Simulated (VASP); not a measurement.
Data:

```yaml
crystal:
  lattice:
    - [-1.62929, 1.62929, 4.07227]
    - [1.62929, -1.62929, 4.07227]
    - [1.62929, 1.62929, -4.07227]
  atoms:
    - { symbol: Ta, position: [0.00000, 0.00000, 0.00000] }
    - { symbol: Si, position: [0.33168, 0.33168, 0.00000] }
    - { symbol: Si, position: [0.66832, 0.66832, 0.00000] }
```

These are PBEsol GGA, VASP's PBE PAW potentials (set 64) (plane waves; VASP) values and carry that method's errors. Run with 530 eV cut-off, 12×12×12 Γ-centred mesh, first-order Methfessel-Paxton smearing of 0.10 eV, potentials Ta_pv Si.

Finite-difference elastic constants of metals are sensitive to mesh and smearing; shear constants can be off by tens of GPa.

**Question.** Give the elastic stiffness tensor with the ions relaxed (GPa, in the frame of the cell).

**Answer.** 
```tsv
	xx	yy	zz	yz	xz	xy
xx	273	166	112	0.0	0.0	0.0
yy	166	273	112	0.0	0.0	0.0
zz	112	112	429	0.0	0.0	0.0
yz	0.0	0.0	0.0	186	0.0	0.0
xz	0.0	0.0	0.0	0.0	186	0.0
xy	0.0	0.0	0.0	0.0	0.0	201
```

**Question.** Estimate the Hill bulk modulus, Hill shear modulus, Young's modulus, Poisson's ratio.

**Answer.** 
The Hill bulk modulus is 194 GPa and the Hill shear modulus is 137 GPa. The Young's modulus is 333 GPa and the Poisson's ratio is 0.214.

The structure was generated: TaSi2 was put into the MoSi2 type (I4/mmm), which need not be its known phase. It was relaxed first. The electron count is odd and the run is not spin-polarised, which forces a metal.
